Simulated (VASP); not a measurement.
Crystal: PtF2.

```xyz
3
Lattice="1.5648 0.9034 4.7309 -1.5648 0.9034 4.7309 0.0000 -1.8068 4.7309" Properties=species:S:1:pos:R:3 pbc="T T T"
Pt    0.0000    0.0000    0.0000
F     0.0000    0.0000    3.5766
F     0.0000    0.0000   10.6161
```

The cell was built by a generator and needn't be a form met in nature.

Base run:

* Program: VASP 6.6.1
* Functional: PBE
* Potentials or basis: VASP PAW PBE potentials, release 64 (Pt, F)
* Cutoff: 520 eV
* k mesh: 7 × 7 × 7
* Occupations: gaussian, width 0.05 eV
* Spin: collinear spin, random start
* Starting moments: [0.52, 0.0, 0.0] μB
* Hubbard terms: Pt d U = 6 eV

Its results: band gap on the k mesh 2.12 eV, indirect (least direct gap 2.21 eV); pressure 20.7 GPa; net moment 2.00 μB per cell; site moments Pt +1.74; F +0.15 μB; largest force 1.161 eV/Å.

Question: The run is repeated on the same cell with these changes: hubbard terms from Pt d U = 6 eV to none; moments at the start from [0.52, 0.0, 0.0] to [0.39, 0.0, 0.0]. What comes out?

Answer: Band gap on the k mesh 0.10 eV, indirect (least direct gap 0.35 eV); pressure 25.6 GPa; net moment 2.00 μB per cell; site moments Pt +1.46; F +0.23 μB; largest force 1.645 eV/Å.

Caveats: spin-orbit coupling is left out, which moves the levels of the heavy elements; an odd mesh through Γ misses points on the zone boundary, where band edges often lie; forces of over 1 eV/Å show positions far from the minimum, so gaps and moduli don't describe the material at rest; so large a pressure means that the cell lies far from this level's equilibrium, or that cutoff or potentials fall short (some runs).

Not every run made on this cell is shown here.
